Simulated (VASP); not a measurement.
Output of a VASP run:

File OUTCAR:
```
 ion  position               nearest neighbor table
   1  0.497  0.001  1.000-  60 2.04  76 2.05  92 2.08  32 2.09  95 2.34  87 2.35  85 2.36  91 2.38
                             5 3.56  22 3.56  18 3.58  13 3.58   2 3.58  15 3.58   8 3.58   9 3.59
   2  0.746  0.252  0.998-  78 2.14  87 2.17  77 2.17  53 2.20  32 2.20  34 2.21  56 2.21  93 2.23
                             6 3.53  23 3.56   9 3.56  10 3.57  28 3.57  24 3.58   1 3.58   3 3.59
   3  0.749  0.003  0.250-  93 2.13  43 2.14  91 2.14  61 2.17  32 2.22  36 2.23  66 2.23  44 2.28
                            18 3.55   9 3.55  11 3.56  12 3.56  21 3.57   2 3.59   4 3.59  16 3.60
   4  0.001  0.998  0.000-  94 2.08  44 2.11  38 2.11  56 2.13  81 2.25  75 2.26  73 2.28  93 2.30
                            22 3.55  15 3.56  25 3.58   8 3.59   3 3.59   7 3.59   5 3.60  28 3.60
   5  0.251  0.252  0.003-  95 2.18  40 2.18  69 2.18  57 2.19  38 2.20  88 2.20  76 2.21  75 2.23
                             1 3.56   6 3.56  16 3.56   9 3.57  14 3.58  23 3.59  17 3.59  29 3.59
   6  0.500  0.500  0.000-  42 2.00  90 2.02  78 2.03  40 2.04  69 2.43  77 2.44  71 2.46  89 2.47
                             2 3.53  23 3.55   5 3.56   7 3.56  29 3.56   9 3.57  15 3.57  24 3.58
   7  0.748  0.750  0.996-  42 2.15  92 2.16  80 2.17  73 2.19  44 2.22  79 2.22  91 2.22  71 2.22
                            13 3.56  18 3.56  31 3.56   6 3.56  14 3.59  30 3.59   4 3.59  10 3.59
   8  0.250  0.000  0.253-  45 2.14  81 2.14  95 2.16  59 2.16  46 2.18  82 2.26  38 2.27  60 2.30
                            11 3.56  19 3.57  25 3.57  16 3.58   1 3.58   5 3.59   4 3.59  27 3.59
   9  0.502  0.252  0.251-  39 2.06  61 2.09  77 2.11  95 2.12  40 2.24  32 2.26  48 2.30  46 2.33
                            96 3.48  17 3.52  12 3.55   3 3.55  11 3.56   2 3.56   6 3.57   5 3.57
  10  0.752  0.500  0.249-  41 2.03  33 2.05  77 2.06  79 2.08  48 2.29  34 2.33  42 2.36  50 2.36
                            96 3.53  16 3.56  21 3.56  26 3.56   2 3.57   9 3.57  25 3.58  12 3.58
  11  0.502  0.003  0.499-  52 1.98  46 2.00  66 2.03  86 2.04  61 2.39  83 2.43  65 2.52  59 2.53
                            13 3.54  12 3.55   3 3.56   9 3.56   8 3.56  18 3.58  21 3.58  20 3.59
  12  0.750  0.251  0.499-  47 2.06  61 2.10  67 2.13  33 2.14  54 2.23  36 2.24  48 2.26  52 2.31
                            96 3.48  24 3.53  11 3.55   9 3.55   3 3.56  28 3.56  26 3.57  16 3.57
  13  0.746  0.999  0.749-  87 2.13  73 2.14  65 2.16  67 2.16  52 2.16  92 2.25  74 2.28  56 2.29
                            11 3.54   7 3.56   1 3.58  30 3.59  12 3.59  19 3.59  28 3.59  21 3.59
  14  0.002  0.503  0.998-  88 2.05  58 2.06  80 2.07  34 2.08  55 2.29  79 2.34  57 2.40  53 2.42
                            15 3.52  31 3.55  29 3.57  25 3.58   5 3.58  10 3.58   7 3.59  28 3.59
  15  0.250  0.748  0.001-  90 2.13  58 2.17  60 2.18  55 2.20  94 2.20  81 2.21  89 2.23  85 2.23
                            14 3.52  25 3.56   4 3.56   6 3.57  29 3.58   1 3.58  30 3.59  22 3.59
  16  0.002  0.253  0.253-  45 2.15  33 2.15  62 2.16  57 2.17  93 2.21  38 2.22  34 2.23  36 2.23
                            26 3.52  10 3.56   5 3.56  12 3.57   8 3.58  17 3.59  20 3.59  19 3.59
  17  0.257  0.499  0.257-  35 2.04  89 2.06  39 2.08  57 2.09  64 2.27  40 2.28  62 2.31  58 2.40
                            96 3.49  20 3.50   9 3.52  27 3.54  26 3.57   6 3.58  18 3.59   5 3.59
  18  0.504  0.752  0.250-  91 2.07  41 2.08  59 2.09  89 2.10  66 2.24  42 2.29  60 2.30  64 2.34
                            21 3.52   3 3.55   7 3.56   1 3.58  11 3.58  10 3.58  17 3.59   6 3.59
  19  0.001  0.001  0.503-  74 2.05  68 2.05  82 2.07  36 2.09  45 2.33  67 2.35  51 2.35  43 2.40
                            22 3.54  28 3.55   8 3.57  31 3.57  12 3.59  16 3.59  13 3.59  21 3.59
  20  0.253  0.256  0.503-  39 2.04  83 2.11  37 2.12  45 2.19  62 2.22  68 2.28  46 2.30  70 2.32
                            17 3.50  23 3.51  29 3.52  96 3.52  26 3.56   9 3.58  16 3.59  11 3.59
  21  0.750  0.751  0.496-  65 2.09  49 2.10  43 2.10  41 2.10  66 2.23  74 2.26  50 2.27  72 2.35
                            18 3.52  25 3.56  10 3.56   3 3.57  31 3.57  11 3.58  24 3.58  96 3.59
  22  0.248  0.999  0.751-  51 2.10  85 2.12  75 2.14  83 2.19  68 2.24  94 2.25  86 2.25  76 2.25
                            19 3.54   4 3.55   1 3.56  27 3.57  30 3.58  15 3.59  28 3.59  31 3.60
  23  0.497  0.255  0.749-  47 2.04  83 2.10  69 2.10  87 2.15  78 2.24  76 2.29  70 2.33  52 2.35
                            24 3.50  29 3.50  20 3.51  96 3.53   6 3.55   2 3.56   5 3.59  11 3.60
  24  0.743  0.498  0.744-  71 2.04  49 2.05  53 2.07  47 2.08  72 2.27  54 2.31  78 2.32  80 2.39
                            96 3.47  23 3.50  12 3.53  30 3.55   6 3.58   2 3.58  21 3.58  28 3.60
  25  0.002  0.750  0.251-  50 2.16  81 2.17  79 2.18  43 2.19  82 2.19  58 2.20  35 2.22  44 2.25
                            21 3.56  15 3.56  26 3.56   8 3.57  14 3.58   4 3.58  10 3.58  27 3.60
  26  0.000  0.499  0.499-  50 1.98  84 2.02  54 2.03  62 2.04  37 2.42  33 2.44  35 2.46  49 2.51
                            16 3.52  20 3.56  31 3.56  10 3.56  25 3.56  12 3.57  17 3.57  28 3.58
  27  0.253  0.748  0.503-  63 2.05  59 2.10  35 2.10  51 2.13  86 2.23  64 2.27  84 2.28  82 2.28
                            30 3.49  17 3.54  29 3.55  22 3.57  31 3.59  26 3.59   8 3.59  25 3.60
  28  0.997  0.250  0.749-  67 2.15  53 2.17  37 2.18  75 2.20  54 2.20  56 2.21  88 2.22  68 2.22
                            19 3.55  12 3.56   2 3.57  26 3.58  13 3.59  22 3.59  14 3.59  24 3.60
  29  0.253  0.500  0.750-  63 2.03  69 2.05  37 2.08  55 2.10  90 2.33  70 2.34  88 2.36  84 2.38
                            23 3.50  20 3.52  30 3.52  27 3.55   6 3.56  14 3.57  15 3.58   5 3.59
  30  0.496  0.748  0.747-  63 2.04  85 2.09  71 2.10  65 2.10  86 2.27  90 2.30  72 2.30  92 2.33
                            27 3.49  29 3.52  24 3.55  22 3.58  15 3.59   7 3.59   6 3.59  13 3.59
  31  0.997  0.748  0.748-  84 2.14  73 2.19  55 2.19  49 2.19  51 2.20  74 2.20  80 2.20  94 2.26
                            14 3.55  26 3.56   7 3.56  19 3.57  21 3.57  27 3.59  13 3.60  22 3.60
  32  0.621  0.120  0.115-   1 2.09   2 2.20   3 2.22   9 2.26
  33  0.857  0.366  0.358-  10 2.05  12 2.14  16 2.15  26 2.44
  34  0.887  0.375  0.110-  14 2.08   2 2.21  16 2.23  10 2.33
  35  0.151  0.633  0.364-  17 2.04  27 2.10  25 2.22  26 2.46
  36  0.883  0.119  0.381-  19 2.09   3 2.23  16 2.23  12 2.24
  37  0.140  0.367  0.639-  29 2.08  20 2.12  28 2.18  26 2.42
  38  0.118  0.124  0.119-   4 2.11   5 2.20  16 2.22   8 2.27
  39  0.355  0.347  0.355-  20 2.04   9 2.06  17 2.08  96 2.56
  40  0.384  0.380  0.113-   6 2.04   5 2.18   9 2.24  17 2.28
  41  0.654  0.647  0.343-  10 2.03  18 2.08  21 2.10  96 2.65
  42  0.617  0.622  0.103-   6 2.00   7 2.15  18 2.29  10 2.36
  43  0.862  0.867  0.366-  21 2.10   3 2.14  25 2.19  19 2.40
  44  0.879  0.876  0.117-   4 2.11   7 2.22  25 2.25   3 2.28
  45  0.134  0.134  0.369-   8 2.14  16 2.15  20 2.19  19 2.33
  46  0.381  0.109  0.385-  11 2.00   8 2.18  20 2.30   9 2.33
  47  0.647  0.344  0.647-  23 2.04  12 2.06  24 2.08  96 2.58
  48  0.614  0.391  0.391-  96 1.83  12 2.26  10 2.29   9 2.30
...
```

### OSZICAR
```
...
  92 F= -.96575404E+03 E0= -.96575184E+03  d E =-.113242E-03
       N       E                     dE             d eps       ncg     rms          rms(c)
DAV:   1    -0.965754037577E+03    0.25184E-06   -0.16679E-04   656   0.264E-02    0.102E-02
RMM:   2    -0.965754047547E+03   -0.99706E-05   -0.13645E-05   353   0.607E-03    0.389E-02
RMM:   3    -0.965754036969E+03    0.10579E-04   -0.43415E-06   335   0.339E-03    0.462E-03
RMM:   4    -0.965754037497E+03   -0.52864E-06   -0.65912E-07   243   0.168E-03
  93 F= -.96575404E+03 E0= -.96575184E+03  d E =-.112013E-03
       N       E                     dE             d eps       ncg     rms          rms(c)
DAV:   1    -0.965754029654E+03    0.73146E-05   -0.51773E-02   624   0.481E-01    0.612E-02
RMM:   2    -0.965754138586E+03   -0.10893E-03   -0.10758E-03   616   0.640E-02    0.535E-02
RMM:   3    -0.965754155946E+03   -0.17361E-04   -0.17120E-04   666   0.201E-02    0.659E-02
RMM:   4    -0.965754125851E+03    0.30095E-04   -0.31332E-05   420   0.893E-03    0.142E-02
RMM:   5    -0.965754127001E+03   -0.11498E-05   -0.14946E-05   367   0.593E-03
  94 F= -.96575413E+03 E0= -.96575195E+03  d E =-.895039E-04
       N       E                     dE             d eps       ncg     rms          rms(c)
DAV:   1    -0.965754126138E+03   -0.28632E-06   -0.10412E-03   688   0.686E-02    0.110E-02
RMM:   2    -0.965754133030E+03   -0.68919E-05   -0.26968E-05   391   0.990E-03    0.280E-02
RMM:   3    -0.965754127747E+03    0.52823E-05   -0.38538E-06   337   0.347E-03    0.473E-03
RMM:   4    -0.965754127842E+03   -0.94835E-07   -0.51660E-07   201   0.151E-03
  95 F= -.96575413E+03 E0= -.96575195E+03  d E =-.903450E-04
       N       E                     dE             d eps       ncg     rms          rms(c)
DAV:   1    -0.965754169668E+03   -0.41921E-04   -0.29724E-02   624   0.365E-01    0.474E-02
RMM:   2    -0.965754232462E+03   -0.62794E-04   -0.62200E-04   616   0.488E-02    0.438E-02
RMM:   3    -0.965754241104E+03   -0.86422E-05   -0.10185E-04   613   0.157E-02    0.509E-02
RMM:   4    -0.965754222855E+03    0.18250E-04   -0.19192E-05   382   0.702E-03    0.120E-02
RMM:   5    -0.965754223420E+03   -0.56516E-06   -0.94372E-06   361   0.467E-03
  96 F= -.96575422E+03 E0= -.96575207E+03  d E =-.955775E-04
       N       E                     dE             d eps       ncg     rms          rms(c)
DAV:   1    -0.965754222936E+03   -0.81178E-07   -0.38864E-04   664   0.410E-02    0.659E-03
RMM:   2    -0.965754223896E+03   -0.96030E-06   -0.10967E-05   349   0.640E-03    0.546E-03
RMM:   3    -0.965754224211E+03   -0.31528E-06   -0.18669E-06   323   0.217E-03    0.765E-03
RMM:   4    -0.965754223860E+03    0.35102E-06   -0.28874E-07   120   0.115E-03
  97 F= -.96575422E+03 E0= -.96575208E+03  d E =-.960181E-04
       N       E                     dE             d eps       ncg     rms          rms(c)
DAV:   1    -0.965754259538E+03   -0.35326E-04   -0.19346E-02   624   0.294E-01    0.382E-02
RMM:   2    -0.965754296169E+03   -0.36632E-04   -0.40353E-04   616   0.393E-02    0.243E-02
RMM:   3    -0.965754309820E+03   -0.13651E-04   -0.69729E-05   530   0.126E-02    0.471E-02
RMM:   4    -0.965754294601E+03    0.15219E-04   -0.14208E-05   368   0.584E-03    0.104E-02
RMM:   5    -0.965754295347E+03   -0.74568E-06   -0.69263E-06   360   0.397E-03
  98 F= -.96575430E+03 E0= -.96575218E+03  d E =-.714865E-04
```

**OUTCAR**
```
------------------------ aborting loop because EDIFF is reached ----------------------------------------
  FORCE on cell =-STRESS in cart. coord.  units (eV):
  Direction    XX          YY          ZZ          XY          YZ          ZX
  --------------------------------------------------------------------------------------
  Total      -21.9784692    -22.0680139      7.9186652     -0.0034926      0.0033824     -0.0525742
  in kB      -33.9214448    -34.0596475     12.2216230     -0.0053905      0.0052203     -0.0811427
  external PRESSURE =     -18.5864898 kB  Pullay stress =       0.0000000 kB
  volume of cell :     1038.09
      direct lattice vectors                 reciprocal lattice vectors
    10.125377583  0.000000000  0.000000000     0.098761749  0.000000000  0.000000000
     0.000000000 10.125377583  0.000000000     0.000000000  0.098761749  0.000000000
     0.000000000  0.000000000 10.125377583     0.000000000  0.000000000  0.098761749
 POSITION                                       TOTAL-FORCE (eV/Angst)
 -----------------------------------------------------------------------------------
      5.06249      0.00048      0.00047        -0.004686      0.001767      0.009282
      7.64331      2.48134      0.00446         0.001272      0.006978      0.002515
      7.59313      0.01824      2.56196         0.004949     -0.020812     -0.012290
     10.12512     10.12460      0.00004         0.012618     -0.023108      0.001321
      2.48036      2.48092     10.12032         0.000343      0.010279     -0.008754
      5.06295      5.06277     10.12480         0.008424     -0.001334     -0.003716
      7.64045      7.63907     10.11621        -0.006456     -0.013103     -0.002136
      2.52813     10.10541      2.56279         0.009481     -0.005149      0.006805
      5.03395      2.49220      2.52124        -0.000826      0.003363      0.004457
      7.63005      5.09130      2.52162         0.003097     -0.015698      0.000726
      5.06237      0.00061      5.06299        -0.009032      0.003676     -0.008165
      7.57051      2.55253      5.07787         0.002588      0.007886     -0.003296
      7.59621     10.10377      7.56465        -0.005894     -0.010154     -0.013772
      0.00011      5.06182     10.12510        -0.019710      0.006273      0.018393
      2.48450      7.64011      0.01000        -0.000118      0.007363      0.000326
     10.10187      2.52904      2.55995        -0.003705      0.009824      0.003478
      2.48833      5.03625      2.51883        -0.007588     -0.004231     -0.001704
      5.08848      7.63340      2.52073        -0.002760      0.011411     -0.000554
     10.12532      0.00051      5.06249        -0.008404      0.006592     -0.008657
      2.55132      2.55505      5.04712         0.006393      0.004151     -0.001259
      7.57084      7.57198      5.04839         0.002102      0.002978     -0.003581
      2.53118      0.01822      7.56370         0.003252     -0.000896      0.002858
      5.09130      2.49017      7.60524         0.011703     -0.003469      0.001783
      7.63396      5.03574      7.60483         0.003544     -0.002623     -0.004433
      0.01551      7.59431      2.56070         0.003641     -0.001378     -0.002139
     10.12500      5.06298      5.06263        -0.014311      0.006241     -0.000509
      2.55358      7.57220      5.07757         0.010430     -0.011863     -0.011803
      0.01877      2.52908      7.56338         0.002318      0.005487     -0.006229
      2.49191      5.09029      7.60220         0.000400      0.005823     -0.001429
      5.03691      7.63266      7.60622        -0.009743      0.000965     -0.005229
     10.10810      7.59450      7.56433        -0.006721     -0.001396     -0.003728
      6.28096      1.29738      1.06167         0.001818      0.000893     -0.000761
      8.72038      3.71573      3.59404        -0.003124      0.004564     -0.001541
      8.83228      3.83825      1.06178        -0.003875      0.005486     -0.003159
      1.39657      6.40542      3.59566        -0.000204      0.005335      0.002974
      8.88953      1.23133      4.01381         0.003977     -0.002170      0.003084
      1.39836      3.71936      6.52932         0.000036     -0.003380      0.003504
      1.23008      1.23543      1.06705        -0.002867     -0.005945      0.001300
      3.60530      3.61055      3.46294         0.005454     -0.006041      0.000595
      3.77413      3.78326      0.94598        -0.003898     -0.005395     -0.002095
      6.51282      6.51509      3.46794        -0.001717      0.000343      0.002924
      6.34071      6.35188      0.95314         0.001544     -0.004247     -0.002903
      8.79349      8.79555      3.58022         0.001394      0.005750     -0.001845
      8.89155      8.88839      1.06548        -0.002424      0.002342     -0.001033
      1.32432      1.32601      3.58049         0.000574      0.002432      0.003408
      3.82313      1.17411      3.99353         0.000111      0.002632      0.002681
      6.51277      3.61373      6.65810         0.002162     -0.005669      0.004592
      6.17953      3.94036      4.17207        -0.000117     -0.000428      0.003765
      8.72619      6.40759      6.53033        -0.001188     -0.001093     -0.000417
      8.94936      6.29905      3.99209         0.000147     -0.001693     -0.000614
      1.32961      8.79790      6.54514        -0.003730      0.002934      0.001826
      6.29744      1.17554      6.13400         0.003611      0.000402      0.003710
      8.87838      3.75545      8.65834         0.005517     -0.003565      0.000078
      8.95054      3.82440      6.13232         0.001675     -0.003418     -0.000594
      1.25475      6.37337      8.65992        -0.003491     -0.000599     -0.000640
      8.89653      1.23680      9.05788        -0.002939     -0.001536     -0.003869
...
```
(Selected blocks of OUTCAR.)

### POSCAR
```
AlHf31O64
1
   10.1253775828     0.0000000000     0.0000000000
    0.0000000000    10.1253775828    -0.0000000000
   -0.0000000000    -0.0000000000    10.1253775828
Hf O Al
31 64 1
Direct
  0.4967583771   0.0013842959   0.9996153333
  0.7460783452   0.2522684551   0.9977193096
  0.7493143198   0.0030332915   0.2499365507
  0.0014475416   0.9981939385   0.0003175984
  0.2505539016   0.2517823703   0.0033326478
  0.5001820453   0.4997937340   0.0003402713
  0.7479725594   0.7496985726   0.9963294751
  0.2499374808   0.0004644005   0.2533650261
  0.5016654609   0.2518730527   0.2508801597
  0.7523440886   0.4998952807   0.2485842955
  0.5016797991   0.0026254389   0.4992040222
  0.7498654859   0.2507835852   0.4991677463
  0.7459120908   0.9991174987   0.7489081089
  0.0023862314   0.5031934575   0.9982289432
  0.2495000242   0.7483530461   0.0010947419
  0.0024062707   0.2527667926   0.2529972107
  0.2574189909   0.4985732709   0.2573363541
  0.5044727290   0.7521761977   0.2496588552
  0.0011957520   0.0010840893   0.5026343515
  0.2533278846   0.2555793284   0.5030553392
  0.7500016395   0.7505367754   0.4956377054
  0.2476601650   0.9988621649   0.7508198387
  0.4973765430   0.2549332244   0.7493144242
  0.7429421812   0.4983495567   0.7439511924
  0.0022041391   0.7496185083   0.2512265538
  0.0000600174   0.4992625779   0.4987628853
  0.2529508712   0.7480823275   0.5028340747
  0.9968772975   0.2500577823   0.7493818163
  0.2526850487   0.4997106354   0.7499856318
  0.4962146912   0.7476292512   0.7471056773
  0.9966607826   0.7476466078   0.7476345519
  0.6205699060   0.1196314522   0.1154124764
  0.8567635784   0.3659622856   0.3584252774
  0.8873524514   0.3747809901   0.1102829122
  0.1507511291   0.6331958707   0.3635478395
  0.8828598362   0.1187095957   0.3808955482
  0.1404977341   0.3672692491   0.6393136287
  0.1184136873   0.1236793266   0.1193624803
  0.3552165708   0.3469928204   0.3550482287
  0.3840331632   0.3800698049   0.1134894898
  0.6543852356   0.6467905633   0.3432971856
  0.6168612504   0.6215686841   0.1027019815
  0.8619305883   0.8673429773   0.3656406057
  0.8791230087   0.8763757376   0.1172602370
  0.1344927464   0.1338939161   0.3694497504
  0.3808982711   0.1086802004   0.3851512279
  0.6468912503   0.3442070036   0.6474510601
  0.6138985928   0.3914517193   0.3913154390
  0.8471987116   0.6356196903   0.6377603600
  0.8971768874   0.6214314499   0.3856434290
  0.1381160927   0.8668636189   0.6335360698
  0.6177793727   0.1070117996   0.6170880153
  0.8590388629   0.3739018311   0.8577346524
  0.8876170336   0.3793483743   0.6130883383
  0.1342455846   0.6273166658   0.8628692816
  0.8792847976   0.1230357825   0.8824189815
  0.1395104340   0.3747865643   0.1424377294
  0.1157376522   0.6250678013   0.1147219710
  0.3605198503   0.8517187967   0.3588555609
  0.3799595447   0.8808824708   0.1102359109
  0.6352681187   0.1434226629   0.3640067506
  0.1134641182   0.3772744623   0.3861986841
  0.3416646333   0.6535994462   0.6582762369
  0.3940554105   0.6105299752   0.3956244348
  0.6399315634   0.8507152417   0.6389639807
  0.6183753417   0.8870614671   0.3835745326
  0.8627650995   0.1341283540   0.6325661463
  0.1163366082   0.1198308002   0.6197424520
  0.3604734262   0.3670012549   0.8579017538
  0.4001294632   0.4016823979   0.6008611822
  0.6353082867   0.6329861557   0.8488944900
  0.6040300493   0.6073880832   0.6051227156
  0.8686132418   0.8737890620   0.8670947405
  0.8849798986   0.8806269629   0.6168757003
  0.1286710475   0.1266954221   0.8694712690
  0.3780000687   0.1191750338   0.8849279285
  0.6394282258   0.3659375701   0.1448507614
  0.6149378950   0.3778498288   0.8903057865
  0.8660054602   0.6288283330   0.1355155495
  0.8821684954   0.6246853168   0.8861331095
  0.1297736013   0.8748348592   0.1332929488
  0.1141874736   0.8796572839   0.3833167201
  0.3639621718   0.1422109815   0.6382554116
  0.1037016443   0.6226320361   0.6157808338
  0.3692598167   0.8667440985   0.8585886873
  0.3821116247   0.8872937288   0.6140490025
  0.6299984917   0.1330624149   0.8626992814
  0.1125131531   0.3742759072   0.8879388577
  0.3647290962   0.6354308625   0.1512453070
  0.3813032379   0.6214898110   0.8963880605
  0.6312205574   0.8681415292   0.1388454771
  0.6197443455   0.8807915459   0.8882676704
  0.8697382169   0.1292871000   0.1316149638
  0.1190625984   0.8761705688   0.8834314683
  0.3691570677   0.1348083124   0.1391297754
  0.5065788708   0.4932735778   0.4956269684
```

Write an INCAR and KPOINTS that could have produced this output.

One answer among several that fit: the input of the run itself, PBE GGA, plane waves, VASP's PBE PAW potentials (set 64).

KPOINTS:
```
Automatic mesh
0
Gamma
1 1 1
0 0 0
```

INCAR:
```
NSW = 120   ! most ionic steps
LWAVE = .FALSE.
NELECT = 510.0
NELM = 100   ! most electronic steps
ISIF = 2
ALGO = Fast   ! Davidson, then RMM-DIIS
NELMIN = 4
ISMEAR = 0   ! Gaussian
LMAXMIX = 6   ! l cut-off of mixed one-centre charges
ENCUT = 400   ! plane-wave cut-off (eV)
LREAL = Auto
LASPH = .TRUE.
EDIFF = 1E-5
GGA = PE   ! PBE
LCHARG = .FALSE.
IBRION = 2   ! conjugate gradients
PREC = Normal
SYSTEM = AlHf31O64
SIGMA = 0.05
EDIFFG = -0.03
ISYM = 0
```

POTCAR, in this order: Hf O Al (PBE.64 set). Program: vasp_gam.

At this cut-off the stress carries a Pulay error, which pulls relaxed volumes low. The cell is charged, with a uniform compensating background. The supercell is sampled at Γ alone, which is coarse: total energies, pressure and levels can be off, energies of defects by several tenths of an eV.

The cell is a supercell with a defect, built from HfO2 (fluorite, the high-temperature cubic form, which is unstable at 0 K; the monoclinic form is the stable one): Al_Hf, charge +1. The run is not spin-polarised, so no state with unpaired spins was tried.
